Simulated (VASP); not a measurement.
Calculation: PBE GGA, VASP's PBE PAW potentials (set 64) (plane waves; VASP).

VASP ran on this input.

**KPOINTS**
```
Automatic mesh
0
Gamma
 11 11 11
0 0 0
```

POSCAR:
```
FeAl
1
    2.8672582374     0.0000000000     0.0000000000
    0.0000000000     2.8672582374     0.0000000000
    0.0000000000     0.0000000000     2.8672582374
Al Fe
1 1
Direct
  0.5000000000   0.5000000000   0.5000000000
  0.0000000000   0.0000000000   0.0000000000
```

INCAR:
```
ALGO=Normal
EDIFF=1E-7
ENCUT=530
GGA=PE
IBRION=6
ISIF=3
ISMEAR=1
LASPH=.True.
LCHARG=.False.
LMAXMIX=4
LREAL=.False.
LWAVE=.False.
NELM=100
NFREE=2
NSW=1
POTIM=0.015
PREC=Accurate
SIGMA=0.1
SYSTEM=FeAl
```

POTCAR, in this order: Al Fe (PBE.64 set). Program: vasp_std.

The run wrote:

File OUTCAR:
```
 ion  position               nearest neighbor table
   1  0.500  0.500  0.500-   2 2.48   2 2.48   2 2.48   2 2.48   2 2.48   2 2.48   2 2.48   2 2.48
  LATTYP: Found a simple cubic cell.
 ALAT       =     2.8672582374
 Subroutine PRICEL returns:
 Original cell was already a primitive cell.
 Subroutine GETGRP returns: Found 48 space group operations
The static configuration has the point symmetry O_h .
The dynamic configuration has the point symmetry O_h .
 Subroutine INISYM returns: Found 48 space group operations
 Subroutine IBZKPT returns following result:
 Found     56 irreducible k-points:

 Following reciprocal coordinates:
            Coordinates               Weight
  0.000000  0.000000  0.000000      1.000000
  0.090909  0.000000  0.000000      6.000000
  0.181818  0.000000  0.000000      6.000000
  0.272727  0.000000  0.000000      6.000000
  0.363636  0.000000  0.000000      6.000000
  0.454545  0.000000  0.000000      6.000000
  0.090909  0.090909  0.000000     12.000000
  0.181818  0.090909  0.000000     24.000000
  0.272727  0.090909  0.000000     24.000000
  0.363636  0.090909  0.000000     24.000000
  0.454545  0.090909  0.000000     24.000000
  0.181818  0.181818  0.000000     12.000000
  0.272727  0.181818  0.000000     24.000000
  0.363636  0.181818  0.000000     24.000000
  0.454545  0.181818  0.000000     24.000000
  0.272727  0.272727  0.000000     12.000000
  0.363636  0.272727  0.000000     24.000000
  0.454545  0.272727  0.000000     24.000000
  0.363636  0.363636  0.000000     12.000000
  0.454545  0.363636  0.000000     24.000000
  0.454545  0.454545  0.000000     12.000000
  0.090909  0.090909  0.090909      8.000000
  0.181818  0.090909  0.090909     24.000000
  0.272727  0.090909  0.090909     24.000000
  0.363636  0.090909  0.090909     24.000000
...
```

### OSZICAR
```
...
DAV:   1    -0.126300851207E+02   -0.23065E-01   -0.54192E-01  7520   0.699E+00    0.117E+00
DAV:   2    -0.126103684850E+02    0.19717E-01   -0.43943E-02  9738   0.248E+00    0.386E-01
DAV:   3    -0.126075604627E+02    0.28080E-02   -0.81099E-03  8348   0.100E+00    0.137E-01
DAV:   4    -0.126072143317E+02    0.34613E-03   -0.17334E-03  7629   0.655E-01    0.498E-02
DAV:   5    -0.126070211188E+02    0.19321E-03   -0.26276E-04  8142   0.255E-01    0.131E-02
DAV:   6    -0.126070203014E+02    0.81747E-06   -0.35732E-06  6994   0.172E-02    0.571E-03
DAV:   7    -0.126070201712E+02    0.13017E-06   -0.13896E-06  8277   0.202E-02    0.385E-04
DAV:   8    -0.126070201741E+02   -0.29274E-08   -0.10819E-08  3466   0.114E-03
   9 F= -.12607020E+02 E0= -.12607110E+02  d E =0.269183E-03
       N       E                     dE             d eps       ncg     rms          rms(c)
DAV:   1    -0.126166241138E+02   -0.96039E-02   -0.48615E-01  7516   0.694E+00    0.682E-01
DAV:   2    -0.126090761262E+02    0.75480E-02   -0.15008E-02  9827   0.140E+00    0.294E-01
DAV:   3    -0.126071667242E+02    0.19094E-02   -0.59958E-03  8761   0.887E-01    0.138E-01
DAV:   4    -0.126069429853E+02    0.22374E-03   -0.21026E-03  7760   0.703E-01    0.724E-02
DAV:   5    -0.126070107331E+02   -0.67748E-04   -0.77560E-04  9522   0.329E-01    0.830E-03
DAV:   6    -0.126070195679E+02   -0.88348E-05   -0.87758E-06  8073   0.401E-02    0.249E-03
DAV:   7    -0.126070203711E+02   -0.80322E-06   -0.30998E-07  4587   0.670E-03    0.593E-04
DAV:   8    -0.126070202008E+02    0.17025E-06   -0.25229E-08  3426   0.255E-03    0.175E-04
DAV:   9    -0.126070201906E+02    0.10239E-07   -0.68173E-09  3381   0.147E-03
  10 F= -.12607020E+02 E0= -.12607110E+02  d E =0.269203E-03
       N       E                     dE             d eps       ncg     rms          rms(c)
DAV:   1    -0.126300969943E+02   -0.23077E-01   -0.56067E-01  7377   0.709E+00    0.117E+00
DAV:   2    -0.126103687938E+02    0.19728E-01   -0.44121E-02  9931   0.248E+00    0.386E-01
DAV:   3    -0.126075977071E+02    0.27711E-02   -0.85139E-03  8273   0.105E+00    0.146E-01
DAV:   4    -0.126072162575E+02    0.38145E-03   -0.19605E-03  7609   0.697E-01    0.499E-02
DAV:   5    -0.126070210941E+02    0.19516E-03   -0.26279E-04  8220   0.254E-01    0.130E-02
DAV:   6    -0.126070203200E+02    0.77406E-06   -0.36138E-06  7091   0.176E-02    0.566E-03
DAV:   7    -0.126070201781E+02    0.14187E-06   -0.13824E-06  8478   0.200E-02    0.386E-04
DAV:   8    -0.126070201811E+02   -0.29953E-08   -0.10351E-08  3465   0.112E-03
  11 F= -.12607020E+02 E0= -.12607110E+02  d E =0.269180E-03
       N       E                     dE             d eps       ncg     rms          rms(c)
DAV:   1    -0.126026271137E+02    0.43931E-02   -0.49415E-01  7427   0.690E+00    0.689E-01
DAV:   2    -0.126002906844E+02    0.23364E-02   -0.16890E-02  9862   0.155E+00    0.302E-01
DAV:   3    -0.126035990075E+02   -0.33083E-02   -0.11136E-02  8026   0.149E+00    0.229E-01
DAV:   4    -0.126043300524E+02   -0.73104E-03   -0.49670E-03  7634   0.109E+00    0.707E-02
DAV:   5    -0.126069134612E+02   -0.25834E-02   -0.80964E-04  9676   0.315E-01    0.102E-02
DAV:   6    -0.126070029003E+02   -0.89439E-04   -0.91082E-06  7149   0.403E-02    0.316E-03
DAV:   7    -0.126070219619E+02   -0.19062E-04   -0.36917E-07  6168   0.707E-03    0.434E-04
DAV:   8    -0.126070208076E+02    0.11543E-05   -0.18244E-08  3477   0.184E-03    0.124E-04
DAV:   9    -0.126070203854E+02    0.42220E-06   -0.30615E-09  3377   0.851E-04    0.541E-05
DAV:  10    -0.126070202125E+02    0.17289E-06   -0.99792E-10  3356   0.525E-04    0.315E-05
DAV:  11    -0.126070201780E+02    0.34524E-07   -0.30750E-10  3340   0.272E-04
  12 F= -.12607020E+02 E0= -.12607110E+02  d E =0.269175E-03
       N       E                     dE             d eps       ncg     rms          rms(c)
DAV:   1    -0.126300763500E+02   -0.23056E-01   -0.56033E-01  7528   0.720E+00    0.117E+00
DAV:   2    -0.126103663944E+02    0.19710E-01   -0.44133E-02  9738   0.249E+00    0.386E-01
DAV:   3    -0.126075618439E+02    0.28046E-02   -0.81124E-03  8361   0.100E+00    0.137E-01
DAV:   4    -0.126072146088E+02    0.34724E-03   -0.17391E-03  7619   0.656E-01    0.500E-02
DAV:   5    -0.126070210537E+02    0.19356E-03   -0.26375E-04  8156   0.255E-01    0.130E-02
DAV:   6    -0.126070203102E+02    0.74347E-06   -0.36409E-06  7014   0.174E-02    0.559E-03
DAV:   7    -0.126070201725E+02    0.13765E-06   -0.14049E-06  8429   0.204E-02    0.375E-04
DAV:   8    -0.126070201762E+02   -0.36225E-08   -0.10444E-08  3472   0.112E-03
  13 F= -.12607020E+02 E0= -.12607110E+02  d E =0.269180E-03
       N       E                     dE             d eps       ncg     rms          rms(c)
DAV:   1    -0.125998551130E+02    0.71651E-02   -0.26639E-01  2496   0.555E+00    0.364E-01
DAV:   2    -0.126018578518E+02   -0.20027E-02   -0.51227E-03  3170   0.893E-01    0.233E-01
DAV:   3    -0.126053107401E+02   -0.34529E-02   -0.77804E-03  2811   0.126E+00    0.196E-01
DAV:   4    -0.126083387052E+02   -0.30280E-02   -0.41005E-03  2798   0.891E-01    0.150E-02
DAV:   5    -0.126084504947E+02   -0.11179E-03   -0.31148E-05  2432   0.614E-02    0.601E-03
DAV:   6    -0.126084821735E+02   -0.31679E-04   -0.15035E-06  2968   0.127E-02    0.228E-03
DAV:   7    -0.126084779866E+02    0.41869E-05   -0.10146E-07  1339   0.520E-03    0.675E-04
DAV:   8    -0.126084761953E+02    0.17913E-05   -0.29614E-08  1206   0.311E-03    0.814E-05
DAV:   9    -0.126084761913E+02    0.40402E-08   -0.31300E-09  1160   0.770E-04
  14 F= -.12608476E+02 E0= -.12608546E+02  d E =0.209091E-03
       N       E                     dE             d eps       ncg     rms          rms(c)
DAV:   1    -0.126086777286E+02   -0.20153E-03   -0.75453E-02  2268   0.224E+00    0.936E-02
DAV:   2    -0.126085389623E+02    0.13877E-03   -0.16377E-03  3131   0.488E-01    0.496E-02
DAV:   3    -0.126084747428E+02    0.64220E-04   -0.24134E-04  2408   0.103E-01    0.127E-02
DAV:   4    -0.126084764581E+02   -0.17153E-05   -0.15804E-05  2642   0.516E-02    0.870E-03
DAV:   5    -0.126084761248E+02    0.33330E-06   -0.50198E-06  2713   0.355E-02    0.472E-03
DAV:   6    -0.126084762121E+02   -0.87309E-07   -0.48647E-07  2041   0.103E-02
  15 F= -.12608476E+02 E0= -.12608546E+02  d E =0.208919E-03
       N       E                     dE             d eps       ncg     rms          rms(c)
DAV:   1    -0.126082498240E+02    0.22630E-03   -0.88647E-01  2301   0.820E+00    0.124E-01
DAV:   2    -0.126086342583E+02   -0.38443E-03   -0.51093E-03  2567   0.118E+00    0.106E-01
DAV:   3    -0.126085396878E+02    0.94570E-04   -0.60383E-04  2997   0.373E-01    0.675E-02
DAV:   4    -0.126085005717E+02    0.39116E-04   -0.36718E-04  2352   0.199E-01    0.349E-02
DAV:   5    -0.126084785736E+02    0.21998E-04   -0.81007E-05  2779   0.133E-01    0.675E-03
DAV:   6    -0.126084776277E+02    0.94591E-06   -0.51792E-06  3059   0.254E-02    0.853E-04
DAV:   7    -0.126084776268E+02    0.95315E-09   -0.63365E-08  1256   0.275E-03
  16 F= -.12608478E+02 E0= -.12608547E+02  d E =0.209208E-03
       N       E                     dE             d eps       ncg     rms          rms(c)
DAV:   1    -0.126081128050E+02    0.36482E-03   -0.24411E+00  2303   0.135E+01    0.260E-01
DAV:   2    -0.126090079020E+02   -0.89510E-03   -0.14631E-02  2613   0.185E+00    0.205E-01
DAV:   3    -0.126086995645E+02    0.30834E-03   -0.28689E-03  2729   0.820E-01    0.139E-01
DAV:   4    -0.126085065006E+02    0.19306E-03   -0.59352E-04  2438   0.250E-01    0.454E-02
DAV:   5    -0.126084778817E+02    0.28619E-04   -0.15276E-04  2772   0.193E-01    0.776E-03
DAV:   6    -0.126084776197E+02    0.26199E-06   -0.33101E-06  3097   0.221E-02    0.140E-03
DAV:   7    -0.126084776264E+02   -0.66540E-08   -0.64013E-08  1216   0.390E-03
  17 F= -.12608478E+02 E0= -.12608547E+02  d E =0.208922E-03
```

**OUTCAR**
```
------------------------ aborting loop because EDIFF is reached ----------------------------------------
  FORCE on cell =-STRESS in cart. coord.  units (eV):
  Direction    XX          YY          ZZ          XY          YZ          ZX
  --------------------------------------------------------------------------------------
  Total        0.0407508      0.0434468      0.0434468      0.0000000      0.0000000      0.0000000
  in kB        2.7697841      2.9530319      2.9530319      0.0000000      0.0000000      0.0000000
  external PRESSURE =       2.8919493 kB  Pullay stress =       0.0000000 kB
  volume of cell :       23.57
      direct lattice vectors                 reciprocal lattice vectors
     2.867258237  0.000000000  0.000000000     0.348765237  0.000000000  0.000000000
     0.000000000  2.867258237  0.000000000     0.000000000  0.348765237  0.000000000
     0.000000000  0.000000000  2.867258237     0.000000000  0.000000000  0.348765237
 POSITION                                       TOTAL-FORCE (eV/Angst)
 -----------------------------------------------------------------------------------
      1.43363      1.43363      1.43363        -0.123014      0.000000     -0.000000
     -0.01500      0.00000      0.00000         0.123014     -0.000000      0.000000
 -----------------------------------------------------------------------------------
    total drift:                                0.000043      0.000000     -0.000002
  FREE ENERGIE OF THE ION-ELECTRON SYSTEM (eV)
  ---------------------------------------------------
  free  energy   TOTEN  =       -12.6084776264 eV

  energy  without entropy=      -12.6086865483  energy(sigma->0) =      -12.60854727

   1 f  =   10.495185 THz    65.943190 2PiTHz  350.081678 cm-1    43.404577 meV
             X         Y         Z           dx          dy          dz
      1.433629  1.433629  1.433629     0.696258    0.435165    0.000000
      0.000000  0.000000  0.000000    -0.484069   -0.302546    0.000000

   2 f  =   10.495185 THz    65.943190 2PiTHz  350.081678 cm-1    43.404577 meV
             X         Y         Z           dx          dy          dz
      1.433629  1.433629  1.433629     0.435165   -0.696258   -0.000000
      0.000000  0.000000  0.000000    -0.302546    0.484069    0.000000

   3 f  =   10.495185 THz    65.943190 2PiTHz  350.081678 cm-1    43.404577 meV
             X         Y         Z           dx          dy          dz
      1.433629  1.433629  1.433629    -0.000000   -0.000000    0.821062
      0.000000  0.000000  0.000000     0.000000    0.000000   -0.570839

   4 f/i=    0.001224 THz     0.007692 2PiTHz    0.040837 cm-1     0.005063 meV
             X         Y         Z           dx          dy          dz
      1.433629  1.433629  1.433629    -0.001634   -0.195771   -0.536216
      0.000000  0.000000  0.000000    -0.002350   -0.281586   -0.771263

   5 f/i=    0.001224 THz     0.007692 2PiTHz    0.040837 cm-1     0.005063 meV
             X         Y         Z           dx          dy          dz
      1.433629  1.433629  1.433629     0.053418   -0.533918    0.194769
      0.000000  0.000000  0.000000     0.076834   -0.767957    0.280145

   6 f/i=    0.001224 THz     0.007692 2PiTHz    0.040837 cm-1     0.005063 meV
             X         Y         Z           dx          dy          dz
      1.433629  1.433629  1.433629     0.568331    0.049621   -0.019848
      0.000000  0.000000  0.000000     0.817456    0.071372   -0.028549

 ELASTIC MODULI CONTR FROM IONIC RELAXATION (kBar)
 Direction    XX          YY          ZZ          XY          YZ          ZX
 --------------------------------------------------------------------------------
 XX           0.0000      0.0000      0.0000      0.0000      0.0000      0.0000
 YY           0.0000      0.0000      0.0000      0.0000      0.0000      0.0000
 ZZ           0.0000      0.0000      0.0000      0.0000      0.0000      0.0000
 XY           0.0000      0.0000      0.0000      0.0000      0.0000      0.0000
 YZ           0.0000      0.0000      0.0000      0.0000      0.0000      0.0000
 ZX           0.0000      0.0000      0.0000      0.0000      0.0000      0.0000
 --------------------------------------------------------------------------------

 TOTAL ELASTIC MODULI (kBar)
 Direction    XX          YY          ZZ          XY          YZ          ZX
 --------------------------------------------------------------------------------
 XX        2657.3785   1390.8944   1390.8944      0.0000     -0.0000     -0.0000
 YY        1390.8944   2657.3785   1390.8944      0.0000      0.0000      0.0000
 ZZ        1390.8944   1390.8944   2657.3785     -0.0000      0.0000     -0.0000
 XY           0.0000      0.0000     -0.0000   1437.8408      0.0000      0.0000
 YZ          -0.0000      0.0000      0.0000      0.0000   1437.8408      0.0000
 ZX          -0.0000      0.0000     -0.0000      0.0000      0.0000   1437.8408
 --------------------------------------------------------------------------------
```
(Selected blocks of OUTCAR.)

Finite-difference elastic constants of metals are sensitive to mesh and smearing; shear constants can be off by tens of GPa.

The compound is FeAl in the CsCl type structure. It was relaxed first. The run is not spin-polarised, so no magnetic state was tried. The electron count is odd and the run is not spin-polarised, which forces a metal.
